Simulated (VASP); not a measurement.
Output of a VASP run:

OSZICAR:
```
       N       E                     dE             d eps       ncg     rms          rms(c)
DAV:   1     0.161835511816E+03    0.16184E+03   -0.11260E+04  8731   0.149E+03
DAV:   2    -0.109447043138E+02   -0.17278E+03   -0.16376E+03  9540   0.390E+02
DAV:   3    -0.186864493735E+02   -0.77417E+01   -0.76979E+01  9610   0.917E+01
DAV:   4    -0.187527275702E+02   -0.66278E-01   -0.66270E-01 10156   0.895E+00
DAV:   5    -0.187535558977E+02   -0.82833E-03   -0.82826E-03  9848   0.983E-01    0.138E+01
DAV:   6    -0.166560535590E+02    0.20975E+01   -0.14282E+01 11482   0.446E+01    0.127E+01
DAV:   7    -0.164117714517E+02    0.24428E+00   -0.15328E+00  9926   0.202E+01    0.777E+00
DAV:   8    -0.164125666630E+02   -0.79521E-03   -0.14828E-01  8973   0.356E+00    0.457E+00
DAV:   9    -0.163985386577E+02    0.14028E-01   -0.36479E-02  9222   0.259E+00    0.112E+00
DAV:  10    -0.164022356742E+02   -0.36970E-02   -0.75463E-03  8975   0.124E+00    0.242E-01
DAV:  11    -0.164021760665E+02    0.59608E-04   -0.81295E-04  9269   0.319E-01    0.680E-02
DAV:  12    -0.164022206772E+02   -0.44611E-04   -0.36668E-05  9437   0.736E-02    0.329E-02
DAV:  13    -0.164022440166E+02   -0.23339E-04   -0.53468E-06  9239   0.297E-02    0.373E-02
DAV:  14    -0.164022318148E+02    0.12202E-04   -0.97641E-06  9165   0.306E-02    0.791E-03
DAV:  15    -0.164022261642E+02    0.56506E-05   -0.64454E-07  9204   0.850E-03    0.287E-03
DAV:  16    -0.164022237640E+02    0.24001E-05   -0.16825E-07  7253   0.413E-03    0.155E-03
DAV:  17    -0.164022228821E+02    0.88197E-06   -0.38824E-08  4490   0.186E-03    0.346E-04
DAV:  18    -0.164022231527E+02   -0.27060E-06   -0.90657E-09  4469   0.942E-04    0.103E-04
DAV:  19    -0.164022231182E+02    0.34435E-07   -0.50331E-10  4518   0.242E-04
   1 F= -.16402223E+02 E0= -.16402223E+02  d E =0.000000E+00  mag=     4.7804
```

File OUTCAR:
```
------------------------ aborting loop because EDIFF is reached ----------------------------------------
  FORCE on cell =-STRESS in cart. coord.  units (eV):
  Direction    XX          YY          ZZ          XY          YZ          ZX
  --------------------------------------------------------------------------------------
  Total        0.0792553      0.0792553      0.0792553      0.0000000     -0.0000000     -0.0000000
  in kB        5.7938889      5.7938889      5.7938889      0.0000000     -0.0000000     -0.0000000
  external PRESSURE =       5.7938889 kB  Pullay stress =       0.0000000 kB
  volume of cell :       21.92
      direct lattice vectors                 reciprocal lattice vectors
     0.000000000  2.221158593  2.221158593    -0.225107744  0.225107744  0.225107744
     2.221158593  0.000000000  2.221158593     0.225107744 -0.225107744  0.225107744
     2.221158593  2.221158593  0.000000000     0.225107744  0.225107744 -0.225107744
 POSITION                                       TOTAL-FORCE (eV/Angst)
 -----------------------------------------------------------------------------------
      0.00000      0.00000      0.00000         0.000000     -0.000000     -0.000000
      2.22116      2.22116      2.22116        -0.000000      0.000000      0.000000
 -----------------------------------------------------------------------------------
    total drift:                                0.000000     -0.000000     -0.000000
  FREE ENERGIE OF THE ION-ELECTRON SYSTEM (eV)
  ---------------------------------------------------
  free  energy   TOTEN  =       -16.4022231182 eV

  energy  without entropy=      -16.4022231182  energy(sigma->0) =      -16.40222312

 total charge

# of ion       s       p       d       tot
------------------------------------------
    1        0.203   6.177   4.976  11.356
    2        1.561   3.416   0.000   4.977
--------------------------------------------------
tot          1.764   9.593   4.976  16.334

 magnetization (x)

# of ion       s       p       d       tot
------------------------------------------
    1        0.034   0.026   4.278   4.338
    2        0.030   0.174   0.000   0.204
--------------------------------------------------
tot          0.064   0.200   4.278   4.542
```
(Selected blocks of OUTCAR.)

POSCAR:
```
MnO
1
    0.0000000000     2.2211585930     2.2211585930
    2.2211585930     0.0000000000     2.2211585930
    2.2211585930     2.2211585930     0.0000000000
Mn O
1 1
Direct
  0.0000000000   1.0000000000   0.0000000000
  0.5000000000   0.5000000000   0.5000000000
```

Problem. Write an INCAR and KPOINTS that could have produced this output.

Solution. This is not unique; one that fits is the input of the run itself, PBE GGA, plane waves, VASP's PBE PAW potentials (set 64).

KPOINTS:
```
Automatic mesh
0
Gamma
16 16 16
0 0 0
```

**INCAR**
```
! general
SYSTEM  = MnO
PREC    = Accurate
ENCUT   = 520
LREAL   = F
LASPH   = T

! electronic loop
EDIFF   = 1E-7
NELM    = 100
ALGO    = Normal
LMAXMIX = 4

! smearing
ISMEAR  = -5

! functional
GGA     = PE

! spin
ISPIN   = 2
MAGMOM  = 4.3 0.2

! ions
ISIF    = 2

! output
LWAVE   = F
LCHARG  = T
LORBIT  = 11
NEDOS   = 601
```

POTCAR, in this order: Mn_pv O (PBE.64 set). Program: vasp_std.

The moments were started parallel, and other spin orders were not tried in this run. For a metal the tetrahedron method with Blöchl corrections gives inexact stress and forces.

The structure was generated: MnO was put into the rock salt type (Fm-3m), which need not be its known phase. It was relaxed first.
